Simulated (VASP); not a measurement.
```
CELL_PARAMETERS angstrom
      4.62382     0.00000     0.00000
      0.00000     4.62382     0.00000
      0.00000     0.00000     4.62382
ATOMIC_POSITIONS crystal
  Cs 0.00000 0.00000 0.00000
  I  0.50000 0.50000 0.50000
```

Level of theory: AM05 GGA, VASP's PBE PAW potentials (set 64) (plane waves; VASP). Numerical set-up: 520 eV cut-off, 5×5×5 Γ-centred mesh, Gaussian smearing of 0.050 eV, potentials Cs_sv I.

Task: Predict the energy per atom (σ→0).

Result: 
```json
{
 "energy per atom (σ→0)": "-2.677 eV/atom"
}
```

The compound is CsI in the CsCl type structure. It was relaxed first. The start is the result of an earlier pass.
